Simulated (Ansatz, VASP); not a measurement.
**Cross-check of Sn between VASP and Ansatz**

Wanted: the spread between two codes on one cell, functional and k mesh. The structure shown is the end of the Ansatz relaxation below.

Method: plane waves, with VASP 6.6.1 beside it; single point at PBEsol, in Ansatz 0.2.0.

### 1. Set-up

Symmetry: I4_1/amd, No. 141, tetragonal system. Conventional cell: a = 4.532 Å, b = 4.532 Å, c = 6.670 Å, α = 90.00°, β = 90.00°, γ = 90.00°. Nearest to Sn lie 4 Sn at 2.81 Å. That group holds within 0.01 Å; judged at 0.001 Å it is C2/m (No. 12).

### 2. Ansatz: relaxation, PBEsol

Ansatz runs on its PAW soft_1 files.

This run makes the geometry at which the two programs are then compared.

input.yaml reads:

```yaml
crystal:
  lattice:
    - [0.0, 3.204273857, 3.3029549175]
    - [3.204273857, 0.0, 3.3029549175]
    - [3.204273857, 3.204273857, 0.0]
  atoms:
    - { symbol: Sn, position: [0.5000168839, 0.5000168839, 0.4998032033] }
    - { symbol: Sn, position: [0.7499831161, 0.7499831161, 0.7501967967] }
  conventional_axes: [[-1, 1, 1], [1, -1, 1], [1, 1, -1]]
kpoints:
  mp_grid: { grid: [12, 12, 12], shift: [0.5, 0.5, 0.5] }
hamiltonian:
  xc: pbesol
  pseudopotentials: { kind: paw, azcp: { folder: soft_1 }, xc_functional: pbe }
scf:
  occupations: { method: gaussian, width: 0.015 }
output:
  forces: true
  stress: true
  eigenvalues: true
relax:
  adjacent_minimum: "off"
  f_tol: 0.001
  max_steps: 60
  cell: { stress_tol: 0.01, fix: [a, b, angles] }
```

Run with:

```sh
$ ansatz run input.yaml --threads 4 --pin off --max-ram 10240MiB --backend cpu --events-out ev --progress --plain --runs-dir out
```

Numbers of over 12 decimals in the logs are rounded to 6 here.

What it wrote:

```text
Engine: ansatz 0.2.0, x86_64-unknown-linux-gnu
Pseudopotentials: kind: paw
Pseudopotential: Sn, paw, valence charge 14, recommended cutoff 420 eV (normal), soft_1/Sn.paw.azcp
Functional definition: PBEsol
  exchange = pbesol_x
  correlation = pbesol_c
Crystal: 2 atoms, lattice volume = 67.825 Å³
Basis set: ecut = 420 eV, 1347 PW (Γ), exchange–correlation on 64×64×64 points (8 copies of the dense FFT grid, shifted against one another)
Bands: 18, of which v1, the nominal top of the filled ones, is band 14 counted from 1 (13 counted from 0)
Symmetry: 4 space group operations
Space group: C2/m (ITA 12), of the structure as read, at distance tolerance 4.1e-5 Å
k-points: 468 of 1728
Non-local potential: Sn, projectors of the file, l = 0: 2, l = 1: 2, l = 2: 2, l = 3: 1
PAW form: soft (Blöchl's): semilocal exchange-correlation on the pseudo side does not see the compensation charge
PAW frozen core: Sn, regenerated for the run's functional, and the local potential with it (the file was generated under x = pbe(κ = 0.804, μ = 0.219515), c = pbe(β = 0.066725))
PAW one-centre angular grid: Sn, 590 points (default); XC on 64 Gauss nodes
Initial density: superposition of atomic densities (chi_scale 0.1, normalization cell)
Initial wavefunctions: pseudopotential atomic-orbital guess
Functional: x = pbesol(κ = 0.804, μ = 0.123457), c = pbesol(β = 0.046)
SCF iter   1: F=—  HF=-11899.706721 eV  |F-HF|=—  |Δ(HF+E_count)|=         —  Δρ=2.21e-2  dr2=3.46e-1  ethr=3.10e-3  ⟨swp⟩=6.1  Hψ=47181  notcnv=0
preconditioner: auto → none  [insulator: Δε(μ)=0.056 eV  Ē_g=19.979 eV  σ=0.015 eV  W_gap=0.99  n_scr=14 (ndim 8)  ℏωp=23.9 eV  f_vac=0.004  D(μ)=0.01/eV (n_scr^D=0)  ε∞_Penn≈2.4]
SCF iter   2: F=—  HF=-11899.641253 eV  |F-HF|=—  |Δ(HF+E_count)|=   6.55e-2  Δρ=9.96e-3  dr2=6.35e-2  ethr=1.24e-3  ⟨swp⟩=2.0  Hψ=14020  notcnv=0
SCF iter   3: F=—  HF=-11899.633954 eV  |F-HF|=—  |Δ(HF+E_count)|=   7.30e-3  Δρ=8.90e-4  dr2=3.73e-4  ethr=2.27e-4  ⟨swp⟩=2.4  Hψ=12112  notcnv=0
SCF iter   4: F=—  HF=-11899.634101 eV  |F-HF|=—  |Δ(HF+E_count)|=   1.47e-4  Δρ=3.80e-4  dr2=4.18e-5  ethr=1.33e-6  ⟨swp⟩=2.0  Hψ=16829  notcnv=0
SCF iter   5: F=—  HF=-11899.634107 eV  |F-HF|=—  |Δ(HF+E_count)|=   6.53e-6  Δρ=5.83e-5  dr2=1.20e-6  ethr=1.49e-7  ⟨swp⟩=2.0  Hψ=14976  notcnv=0
SCF iter   6: F=-11899.634108 eV  HF=-11899.634108 eV  |F-HF|=2.20e-8  |Δ(HF+E_count)|=   8.79e-7  Δρ=6.77e-6  dr2=2.46e-8  ethr=3.57e-10  ⟨swp⟩=7.2  Hψ=37058  notcnv=0
SCF 1 converged in 6 iterations: F = -11899.634108 eV  dr2 = 2.46e-8
  greatest PAW one-centre occupation: 0.991 electrons in one spin orbital (limit 2), on the Sn atom at site 1 (counted from 0), in its partial waves of l = 2
relax step   1: F+E_penalty+E_count = -11899.63410816 eV  Δ(F+E_penalty+E_count) = +0.000e0 eV  max|allowed force component| = 1.286e-3 eV/Å  Δτ_max = 0.0000 Å  P = +1.351 GPa  Ω = 67.825 Å³  fix = [a, b, alpha, beta, gamma]  reactions: a +1.681, b +1.681 GPa; alpha +0.057, beta +0.057, gamma +0.012 GPa/rad  (6 SCF iters, dr2 threshold 1.00e-7 eV, accepted)
[...]
relax step   2: F+E_penalty+E_count = -11899.63542833 eV  Δ(F+E_penalty+E_count) = -1.320e-3 eV  max|allowed force component| = 2.270e-3 eV/Å  Δτ_max = 0.0003 Å  P = +0.795 GPa  Ω = 68.623 Å³  energy of the carried Pulay correction = -3.452e-5 eV  fix = [a, b, alpha, beta, gamma]  reactions: a +1.265, b +1.265 GPa; alpha +0.050, beta +0.050, gamma +0.013 GPa/rad  (3 SCF iters, dr2 threshold 2.00e-7 eV, accepted)
[...]
relax step   3: F+E_penalty+E_count = -11899.63549669 eV  Δ(F+E_penalty+E_count) = -6.837e-5 eV  max|allowed force component| = 1.534e-3 eV/Å  Δτ_max = 0.0003 Å  P = +0.889 GPa  Ω = 68.485 Å³  energy of the carried Pulay correction = -2.860e-5 eV  fix = [a, b, alpha, beta, gamma]  reactions: a +1.334, b +1.334 GPa; alpha +0.060, beta +0.060, gamma +0.013 GPa/rad  (3 SCF iters, dr2 threshold 5.18e-8 eV, accepted)
[...]
relax step   4: F+E_penalty+E_count = -11899.63549691 eV  Δ(F+E_penalty+E_count) = -2.128e-7 eV  max|allowed force component| = 1.217e-3 eV/Å  Δτ_max = 0.0002 Å  P = +0.891 GPa  Ω = 68.483 Å³  energy of the carried Pulay correction = -2.850e-5 eV  fix = [a, b, alpha, beta, gamma]  reactions: a +1.335, b +1.335 GPa; alpha +0.053, beta +0.053, gamma +0.012 GPa/rad  (4 SCF iters, dr2 threshold 1.47e-10 eV, accepted)
[...]
relax step   5: F+E_penalty+E_count = -11899.63549704 eV  Δ(F+E_penalty+E_count) = -1.382e-7 eV  max|allowed force component| = 2.117e-6 eV/Å  Δτ_max = 0.0001 Å  P = +0.890 GPa  Ω = 68.484 Å³  energy of the carried Pulay correction = -2.855e-5 eV  fix = [a, b, alpha, beta, gamma]  reactions: a +1.335, b +1.335 GPa; alpha +0.056, beta +0.056, gamma +0.013 GPa/rad  (4 SCF iters, dr2 threshold 9.25e-11 eV, accepted)
[...]
relax step   6: F+E_penalty+E_count = -11899.63552651 eV  Δ(F+E_penalty+E_count) = -2.946e-5 eV  max|allowed force component| = 2.131e-6 eV/Å  Δτ_max = 0.0000 Å  P = +0.890 GPa  Ω = 68.484 Å³  fix = [a, b, alpha, beta, gamma]  reactions: a +1.335, b +1.335 GPa; alpha +0.056, beta +0.056, gamma +0.013 GPa/rad  stress off target by 2.99e-4 GPa on what of the cell is left free  SCF on the basis re-selected at this cell (its energy is not comparable with the rows above)  (5 SCF iters)
basis re-selected at this cell: Δ(F+E_penalty+E_count) = -2.946e-5 eV, ΔP = +0.000 GPa vs the last step (what re-selecting the basis moved, of the pressure what is left beyond the Pulay correction that the steps carried, after the strain that the cell walked since its last selection, with what the two solves' SCF thresholds leave and, on support functions, any second-order correction that the steps lacked; it is no m [...]
SCF converged after 5 iterations
Free energy (F): -11899.635527 eV
Harris-Foulkes:  -11899.635527 eV  (|F-HF|=0.00e0)
Internal energy: -11899.635526 eV  (E = F + TS)
E sigma→0 (E₀):  -11899.635526 eV
Entropy (-TS):   -0.000000 eV (-0.000 meV/atom)
Fermi energy:    7.746314 eV
--- Per-component energies (eV) ---
  E_band       = -250.424587
  E_kinetic    = 337.313708
  E_local      = -2623.751360  (includes V_loc(G=0)·N_el)
  E_nonlocal   = 293.897806
  E_hartree    = 1275.716647
  E_xc         = -249.163662
  E_vxc        = -160.578590  (∫ρ·V_xc dr)
  E_paw        = -8592.718556  (= ΣΔE_a)
  E_vpaw       = -648.740039  (= ΣTr[D̂ρ^β])
  E_aug_tail   = 0.000576  (compensation charges beyond the density's cutoff)
  E_ewald      = -2341.500364
  E_core_change = 0.569679  (= ΣΔE_core)
  E_smearing   = -0.000000  (= −TS)
  E_closure    = 0.000000  (closes the sum)
  Σ components = -11899.635527   (vs F -11899.635527, Δ=0.00e0)
--- Forces (eV/Å), atoms counted from 1 ---
  atom   1  Sn     0.00000026     0.00000026     0.00000213
  atom   2  Sn    -0.00000026    -0.00000026    -0.00000213
  max |Σ_I F_I| component: 0.00e0 eV/Å
--- Stress (GPa, compression-positive) ---
        1.334923      -0.012588      -0.055987
       -0.012588       1.334923      -0.055987
       -0.055987      -0.055987       0.000299
  P = ⅓ Tr σ = 0.8900 GPa (8.900 kbar)
--- Band table (eV; the first three rows and the last of 468) ---
  k-point 0: bands = [... 10 lower, -2.8959, 6.6722, 7.6247, 7.8416, 8.0096, 9.8511, 9.8515, 10.0226]
  k-point 1: bands = [... 10 lower, -2.8045, 5.8458, 7.2145, 7.7815, 8.4010, 9.9452, 9.9499, 10.6042]
  k-point 2: bands = [... 10 lower, -2.5824, 4.6288, 6.8589, 7.5190, 8.3689, 10.3108, 10.4303, 11.4023]
  k-point 467: bands = [... 10 lower, -1.2352, 1.3986, 5.9608, 6.4457, 8.2495, 10.8364, 11.0900, 13.5556]
--- Relaxed structure (5 steps of the walk, 5 accepted, 1 SCFs on fresh bases) ---
  F+E_penalty+E_count = -11899.63552651 eV   max|allowed force component| = 2.131e-6 eV/Å   (the final SCF, on the basis selected at the relaxed cell)
  cell:  # Å, volume = 68.4843 Å³
    - [0, 3.204273857, 3.335045]
    - [3.204273857, 0, 3.335045]
    - [3.204273857, 3.204273857, 0]
  atoms:
    - { symbol: Sn, position: [0.500013, 0.500013, 0.499824] }
    - { symbol: Sn, position: [0.749987, 0.749987, 0.750176] }
```

The column dr2 measures how far the density is from self-consistency, as an energy; F and HF (Harris–Foulkes) agree once it is small.

(Part 1 of 4 ends here.)

[Lines on the potential files, build, host, timing and source positions are cut from VASP's logs without a mark.]

[Logs are printed without paths, hosts, clocks, repeated set-up lines and the standing remarks that a program may print on its own settings, such as how far it seeks lower states.]

[Hosts, paths, dates, database ids (printed as entryN), source tags and the programs' standing remarks are cut or masked in the printed files.]
